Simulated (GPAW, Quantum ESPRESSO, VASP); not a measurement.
## BaMg2As2 (P1, 5 atoms in the cell) computed with different codes at matched settings

Self-consistent single point.

```
CELL_PARAMETERS angstrom
      4.49298     0.00000     0.00000
     -2.24649     3.89104     0.00000
      0.00000     0.00000     7.77006
ATOMIC_POSITIONS crystal
  Ba 0.99612 0.98988 0.99523
  Mg 0.67713 0.34178 0.37618
  Mg 0.33423 0.66617 0.62602
  As 0.65317 0.32389 0.72416
  As 0.33935 0.67828 0.27841
```

All programs got the same cell, k-point mesh and kind of occupations (in Quantum ESPRESSO's words: occupations = smearing; smearing = fd; degauss = 0.0036749 Ry; K_POINTS = automatic 4 4 2 0 0 0); potentials, basis and cutoffs are each program's usual ones.

```csv
code,model,pressure (GPa),largest force (eV/Å),gap on the mesh (eV),cutoff
Quantum ESPRESSO,"PBEsol, GBRV 1.5 ultrasoft (PBESOL) pseudopotentials",-0.89,0.364,0.942,40 Ry
GPAW,"PBEsol, GPAW PAW datasets PBEsol (made by gpaw-setup)",-0.80,0.353,0.913,800 eV
VASP,"PBEsol, VASP's PBE PAW potentials (set 64)",-0.73,0.336,0.902,300 eV
```

Size of the force on each atom (eV/Å): Sizes of forces hide their directions.

```json
[
 {"code": "Quantum ESPRESSO", "Ba1": "0.221", "Mg2": "0.123", "Mg3": "0.204", "As4": "0.364", "As5": "0.337"},
 {"code": "GPAW", "Ba1": "0.223", "Mg2": "0.123", "Mg3": "0.205", "As4": "0.353", "As5": "0.322"},
 {"code": "VASP", "Ba1": "0.226", "Mg2": "0.122", "Mg3": "0.208", "As4": "0.336", "As5": "0.305"}
]
```

Gaps are read on the mesh.

The spread over the programs that give each value: pressure within 0.16 GPa; largest force within 0.028 eV/Å; gap on the mesh within 0.040 eV.

The starting cell comes from a database of computed structures (which also holds hypothetical and non-ambient phases and stackings), without a prior relaxation at this level. Its atoms were displaced at random from the sites of space group no. 164.

### Question
Why do the programs differ, and what cannot be compared?

### Answer
Differences of this kind can come from the potentials, where these differ, and from what each basis and cutoff leave unconverged. The valence holds different numbers of electrons (Quantum ESPRESSO 40, GPAW 40, VASP 24). The zero of total energies and Fermi levels follows the potentials and each program's conventions, so they are not compared here.

VASP's run is marked for a possible Pulay error in its stress at this cutoff; no cutoff test was made.

Left out of this page: Ansatz, ABINIT, Elk and SIESTA (not drawn, or without a comparable value); CP2K (unsound by tests on forces, stress, charge or solver warnings); FLEUR (stopped by limits of time or memory).
